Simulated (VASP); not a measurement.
Output of a VASP run:

File OSZICAR:
```
       N       E                     dE             d eps       ncg     rms          rms(c)
DAV:   1     0.191327934981E+03    0.19133E+03   -0.11625E+04  1242   0.127E+03
DAV:   2    -0.203071718051E+02   -0.21164E+03   -0.20696E+03  1242   0.309E+02
DAV:   3    -0.346502610361E+02   -0.14343E+02   -0.13971E+02  1886   0.909E+01
DAV:   4    -0.350476469437E+02   -0.39739E+00   -0.39411E+00  1868   0.144E+01
DAV:   5    -0.350543048047E+02   -0.66579E-02   -0.66264E-02  1662   0.161E+00    0.230E+01
DAV:   6    -0.403876561234E+02   -0.53334E+01   -0.18036E+02  1738   0.320E+02    0.193E+01
DAV:   7    -0.300031569138E+02    0.10384E+02   -0.38157E+01  1544   0.161E+02    0.721E+00
DAV:   8    -0.296275192648E+02    0.37564E+00   -0.52484E+00  1926   0.403E+01    0.268E+00
DAV:   9    -0.295880757025E+02    0.39444E-01   -0.46356E-01  2031   0.114E+01    0.623E-01
DAV:  10    -0.295844419309E+02    0.36338E-02   -0.10625E-02  1446   0.777E-01    0.214E-01
DAV:  11    -0.295838118143E+02    0.63012E-03   -0.36228E-03  2015   0.170E+00    0.117E-01
DAV:  12    -0.295837478199E+02    0.63994E-04   -0.59864E-04  1940   0.579E-01    0.275E-02
DAV:  13    -0.295837516268E+02   -0.38069E-05   -0.13662E-05  1987   0.761E-02    0.184E-02
DAV:  14    -0.295837450444E+02    0.65824E-05   -0.30990E-05  1905   0.162E-01    0.508E-03
DAV:  15    -0.295837451118E+02   -0.67387E-07   -0.17790E-06   831   0.199E-02
   1 F= -.29583745E+02 E0= -.29495190E+02  d E =-.177111E+00
```

File OUTCAR:
```
------------------------ aborting loop because EDIFF is reached ----------------------------------------
  FORCE on cell =-STRESS in cart. coord.  units (eV):
  Direction    XX          YY          ZZ          XY          YZ          ZX
  --------------------------------------------------------------------------------------
  Total        3.7655062      3.2692005      9.1380019      0.0000000      0.0000000      0.0000000
  in kB       81.5822822     70.8294780    197.9810971      0.0000000      0.0000000      0.0000000
  external PRESSURE =     116.7976191 kB  Pullay stress =       0.0000000 kB
  volume of cell :       73.95
      direct lattice vectors                 reciprocal lattice vectors
     0.000000000  3.948759000  4.084124000    -0.218082817  0.126622060  0.122425274
     2.292707000  0.000000000  4.084124000     0.218082817 -0.126622060  0.122425274
     2.292707000  3.948759000  0.000000000     0.218082817  0.126622060 -0.122425274
 POSITION                                       TOTAL-FORCE (eV/Angst)
 -----------------------------------------------------------------------------------
      2.29271      5.24000      4.08412        -0.000000      0.076667     -0.000000
      2.29271      2.65751      4.08412        -0.000000     -0.076667     -0.000000
      3.43906      4.63189      6.12619        -0.000000     -0.076667      0.000000
      3.43906      7.21438      6.12619        -0.000000      0.076667      0.000000
      0.00000      0.00000      0.00000         0.000000      0.000000     -0.000000
      1.14635      1.97438      2.04206        -0.000000      0.000000      0.000000
 -----------------------------------------------------------------------------------
    total drift:                               -0.000000      0.000000      0.000000
  FREE ENERGIE OF THE ION-ELECTRON SYSTEM (eV)
  ---------------------------------------------------
  free  energy   TOTEN  =       -29.5837451118 eV

  energy  without entropy=      -29.4066342267  energy(sigma->0) =      -29.49518967
```
(Selected blocks of OUTCAR.)

### POSCAR
```
CuSi2
1
    0.0000000000     3.9487590000     4.0841240000
    2.2927070000     0.0000000000     4.0841240000
    2.2927070000     3.9487590000     0.0000000000
Si Cu
4 2
Direct
  0.6635000000   0.3365000000   0.6635000000
  0.3365000000   0.6635000000   0.3365000000
  0.5865000000   0.9135000000   0.5865000000
  0.9135000000   0.5865000000   0.9135000000
  0.0000000000   0.0000000000   0.0000000000
  0.2500000000   0.2500000000   0.2500000000
```

Reconstruct the remaining input files.

Several could match; the one computed here: the input of the run itself, PBEsol GGA, plane waves, VASP's PBE PAW potentials (set 64).

**INCAR**
```
ALGO = Normal
EDIFF = 1E-6
ENCUT = 300
GGA = PS
ISIF = 2
ISMEAR = -1
LASPH = .TRUE.
LCHARG = .FALSE.
LMAXMIX = 4
LREAL = .FALSE.
LWAVE = .FALSE.
NELM = 100
PREC = Accurate
SIGMA = 0.136
SYSTEM = CuSi2
```

### KPOINTS
```
Regular mesh
0
Gamma
 5 5 5
```

POTCAR, in this order: Si Cu (PBE.64 set). Program: vasp_std.

At this cut-off the stress carries a Pulay error, which pulls relaxed volumes low.

The structure was generated: CuSi2 was put into an ordered model structure, which need not be its known phase. The cell was not relaxed at this level. The k-mesh is coarse (spacing up to 0.35 per Å, 2π included), so the numbers may not be converged in it. The run is one of a series of settings (GGA = PS against the base run), some of them coarse on purpose. VASP warned that the highest band is occupied, so more bands are needed.
